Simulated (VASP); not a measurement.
Computed with PBE GGA, VASP's PBE PAW potentials (set 64) (plane waves; VASP).

Input for VASP

**POSCAR**
```
Sc
1
    3.1575360000     0.0000000000     0.0000000000
   -1.5787670000     2.7345050000     0.0000000000
    0.0000000000     0.0000000000    10.1593890000
Sc
4
Direct
  0.0000000000   0.0000000000   0.0000000000
  0.0000000000   0.0000000000   0.5000000000
  0.3333330000   0.6666670000   0.2500000000
  0.6666670000   0.3333330000   0.7500000000
```

**KPOINTS**
```
Automatic mesh
0
Gamma
8 8 3
0 0 0
```

**INCAR**
```
# general
SYSTEM   =  Sc
PREC     =  Accurate
ENCUT    =  300
LREAL    =  F   # projection in real space or not
LASPH    =  T

# electronic loop
EDIFF    =  1E-6   # SCF stop (eV)
NELM     =  100   # most electronic steps
ALGO     =  Normal   # blocked Davidson
LMAXMIX  =  4

# smearing
ISMEAR   =  -1   # Fermi-Dirac
SIGMA    =  0.1   # width (eV)

# functional
GGA      =  PE   # PBE

# ions
ISIF     =  2   # forces and stress, cell fixed

# output
LWAVE    =  F
LCHARG   =  F
```

POTCAR, in this order: Sc_sv (PBE.64 set). Program: vasp_std.

Output

OUTCAR:
```
 ion  position               nearest neighbor table
   1  0.000  0.000  0.000-   3 3.13   4 3.13   3 3.13   4 3.13   4 3.13   3 3.13
   2  0.000  0.000  0.500-   3 3.13   4 3.13   3 3.13   4 3.13   4 3.13   3 3.13
   3  0.333  0.667  0.250-   1 3.13   2 3.13   1 3.13   2 3.13   1 3.13   2 3.13
   4  0.667  0.333  0.750-   1 3.13   2 3.13   1 3.13   2 3.13   1 3.13   2 3.13
  LATTYP: Found a hexagonal cell.
 ALAT       =     3.1575360000
 C/A-ratio  =     3.2175053586
 Subroutine PRICEL returns:
 Original cell was already a primitive cell.
 Subroutine GETGRP returns: Found 24 space group operations
The static configuration has the point symmetry D_3d.
 The point group associated with its full space group is D_6h.
The dynamic configuration has the point symmetry D_3d.
 Subroutine INISYM returns: Found 24 space group operations
 Subroutine IBZKPT returns following result:
 Found     20 irreducible k-points:

 Following reciprocal coordinates:
            Coordinates               Weight
  0.000000  0.000000  0.000000      1.000000
  0.125000  0.000000  0.000000      6.000000
  0.250000  0.000000  0.000000      6.000000
  0.375000  0.000000  0.000000      6.000000
  0.500000  0.000000  0.000000      3.000000
  0.125000  0.125000  0.000000      6.000000
  0.250000  0.125000  0.000000     12.000000
  0.375000  0.125000  0.000000     12.000000
  0.250000  0.250000  0.000000      6.000000
  0.375000  0.250000  0.000000      6.000000
  0.000000  0.000000  0.333333      2.000000
  0.125000  0.000000  0.333333     12.000000
  0.250000  0.000000  0.333333     12.000000
  0.375000  0.000000  0.333333     12.000000
  0.500000  0.000000  0.333333      6.000000
  0.125000  0.125000  0.333333     12.000000
  0.250000  0.125000  0.333333     24.000000
  0.375000  0.125000  0.333333     24.000000
  0.250000  0.250000  0.333333     12.000000
  0.375000  0.250000  0.333333     12.000000
   k-points           NKPTS =     20   k-points in BZ     NKDIM =     20   number of bands    NBANDS=     26
   number of dos      NEDOS =    301   number of ions     NIONS =      4
   total plane-waves  NPLWV =  19440
   dimension x,y,z NGX =    18 NGY =   18 NGZ =   60
   dimension x,y,z NGXF=    36 NGYF=   36 NGZF=  120
   ions per type =               4
   PREC   = accura    normal or accurate (medium, high low for compatibility)
   ISTART =      0    job   : 0-new  1-cont  2-samecut
   ICHARG =      2    charge: 1-file 2-atom 10-const
   ISPIN  =      1    spin polarized calculation?
   LNONCOLLINEAR =      F non collinear calculations
   LSORBIT =      F    spin-orbit coupling
   INIWAV =      1    electr: 0-lowe 1-rand  2-diag
   ENCUT  =  300.0 eV  22.05 Ry    4.70 a.u.   4.46  4.46 14.35*2*pi/ulx,y,z
   NELM   =    100;   NELMIN=  2; NELMDL= -5     # of ELM steps
   EDIFF  = 0.1E-05   stopping-criterion for ELM
   LREAL  =      F    real-space projection
   NLSPLINE    = F    spline interpolate recip. space projectors
   LMAXMIX     =    4 max onsite mixed and CHGCAR
   VOSKOWN=      0    Vosko Wilk Nusair interpolation
   EDIFFG = 0.1E-04   stopping-criterion for IOM
   NSW    =      0    number of steps for IOM
   NBLOCK =      1;   KBLOCK =      1    inner block; outer block
   IBRION =     -1    ionic relax: 0-MD 1-quasi-New 2-CG
   NFREE  =      0    steps in history (QN), initial steepest desc. (CG)
   ISIF   =      2    stress and relaxation
   ISYM   =      2    0-nonsym 1-usesym 2-fastsym
   TEIN   =    0.0    initial temperature
   TEBEG  =    0.0;   TEEND  =   0.0 temperature during run
   SMASS  =  -3.00    Nose mass-parameter (am)
   PSTRESS=    0.0 pullay stress
   NELECT =      44.0000    total number of electrons
   EFERMI =   0.00;   METHOD = LEGACY
   ISMEAR =    -1;   SIGMA  =   0.10  broadening in eV -4-tet -1-fermi 0-gaus
   IALGO  =     38    algorithm
...
```

File OSZICAR:
```
       N       E                     dE             d eps       ncg     rms          rms(c)
DAV:   1     0.615896343544E+03    0.61590E+03   -0.16300E+04  1144   0.122E+03
DAV:   2     0.145332975881E+02   -0.60136E+03   -0.59740E+03  1432   0.773E+02
DAV:   3    -0.254369202845E+02   -0.39970E+02   -0.38872E+02  1720   0.209E+02
DAV:   4    -0.270523196380E+02   -0.16154E+01   -0.15631E+01  1752   0.373E+01
DAV:   5    -0.271222366796E+02   -0.69917E-01   -0.66383E-01  1760   0.643E+00    0.118E+01
DAV:   6    -0.250783739175E+02    0.20439E+01   -0.45909E+00  1290   0.233E+01    0.375E+00
DAV:   7    -0.247972012344E+02    0.28117E+00   -0.11459E+00  1360   0.107E+01    0.106E+00
DAV:   8    -0.247862175776E+02    0.10984E-01   -0.12082E-01  1434   0.387E+00    0.595E-01
DAV:   9    -0.247772817990E+02    0.89358E-02   -0.73114E-02  1440   0.268E+00    0.176E-01
DAV:  10    -0.247768607281E+02    0.42107E-03   -0.46388E-03  1432   0.702E-01    0.356E-02
DAV:  11    -0.247768824509E+02   -0.21723E-04   -0.50782E-04  1760   0.208E-01    0.280E-02
DAV:  12    -0.247768780243E+02    0.44265E-05   -0.16892E-04  1440   0.130E-01    0.485E-03
DAV:  13    -0.247768821853E+02   -0.41609E-05   -0.43036E-05  1072   0.274E-02    0.165E-03
DAV:  14    -0.247768848653E+02   -0.26800E-05   -0.28328E-05   808   0.166E-02    0.654E-04
DAV:  15    -0.247768869204E+02   -0.20551E-05   -0.19823E-05   784   0.808E-03    0.894E-04
DAV:  16    -0.247768882141E+02   -0.12937E-05   -0.13658E-05   736   0.815E-03    0.342E-04
DAV:  17    -0.247768891366E+02   -0.92252E-06   -0.92498E-06   704   0.452E-03
   1 F= -.24776889E+02 E0= -.24668621E+02  d E =-.216536E+00
```

OUTCAR:
```
------------------------ aborting loop because EDIFF is reached ----------------------------------------
  FORCE on cell =-STRESS in cart. coord.  units (eV):
  Direction    XX          YY          ZZ          XY          YZ          ZX
  --------------------------------------------------------------------------------------
  Total        3.9458765      3.9458725      3.6576474      0.0000014      0.0000000      0.0000000
  in kB       72.0708179     72.0707446     66.8063584      0.0000264      0.0000000      0.0000000
  external PRESSURE =      70.3159736 kB  Pullay stress =       0.0000000 kB
  volume of cell :       87.72
      direct lattice vectors                 reciprocal lattice vectors
     3.157536000  0.000000000  0.000000000     0.316702644  0.182848334  0.000000000
    -1.578767000  2.734505000  0.000000000     0.000000000  0.365696899  0.000000000
     0.000000000  0.000000000 10.159389000     0.000000000  0.000000000  0.098431116
 POSITION                                       TOTAL-FORCE (eV/Angst)
 -----------------------------------------------------------------------------------
      0.00000      0.00000      0.00000         0.000000      0.000000      0.000000
      0.00000      0.00000      5.07969         0.000000      0.000000      0.000000
     -0.00000      1.82300      2.53985         0.000000     -0.000000      0.000000
      1.57877      0.91150      7.61954        -0.000000      0.000000     -0.000000
 -----------------------------------------------------------------------------------
    total drift:                                0.000000     -0.000000      0.000000
  FREE ENERGIE OF THE ION-ELECTRON SYSTEM (eV)
  ---------------------------------------------------
  free  energy   TOTEN  =       -24.7768891366 eV

  energy  without entropy=      -24.5603527804  energy(sigma->0) =      -24.66862096
```
(Selected blocks of OUTCAR.)

**OUTCAR**
```
 val. band max:        4.4396544735   @ k =   0.3750   0.0000   0.0000

 cond. band min:       4.4487104392   @ k =   0.2500   0.0000   0.3333


 Fermi energy:         4.4401328295

 k-point     1 :       0.0000    0.0000    0.0000
  band No.  band energies     occupation
      1     -44.6743      2.00000
      2     -44.6309      2.00000
      3     -44.6134      2.00000
      4     -44.5693      2.00000
      5     -23.6180      2.00000
      6     -23.3410      2.00000
      7     -23.3043      2.00000
      8     -23.1049      2.00000
      9     -23.1049      2.00000
     10     -23.0676      2.00000
     11     -23.0676      2.00000
     12     -23.0610      2.00000
     13     -23.0610      2.00000
     14     -23.0235      2.00000
     15     -23.0235      2.00000
     16     -23.0146      2.00000
     17      -0.9343      2.00000
     18       0.6797      2.00000
     19       0.6897      2.00000
     20       2.5734      2.00000
     21       5.0548      0.00427
     22       5.2921      0.00040
     23       5.3462      0.00023
     24       6.0423      0.00000
     25       6.0457      0.00000
     26       6.0900      0.00000

 k-point     2 :       0.1250    0.0000    0.0000
  band No.  band energies     occupation
      1     -44.6621      2.00000
      2     -44.6220      2.00000
      3     -44.6044      2.00000
      4     -44.5639      2.00000
      5     -23.5884      2.00000
      6     -23.3510      2.00000
      7     -23.3191      2.00000
      8     -23.1649      2.00000
      9     -23.1247      2.00000
     10     -23.1117      2.00000
     11     -23.1044      2.00000
     12     -23.0848      2.00000
     13     -23.0818      2.00000
     14     -23.0751      2.00000
     15     -23.0324      2.00000
     16     -23.0258      2.00000
     17      -0.5511      2.00000
     18       1.0056      2.00000
     19       1.0152      2.00000
     20       2.9048      2.00000
     21       4.7073      0.12927
     22       5.0691      0.00370
...
```

At this cut-off the stress carries a Pulay error, which pulls relaxed volumes low.

The structure was generated: Sc was put into an ordered model structure, which need not be its known phase. The cell was not relaxed at this level, and its volume differs by -5.9 % from the start's. VASP warned that the highest band is occupied, so more bands are needed.
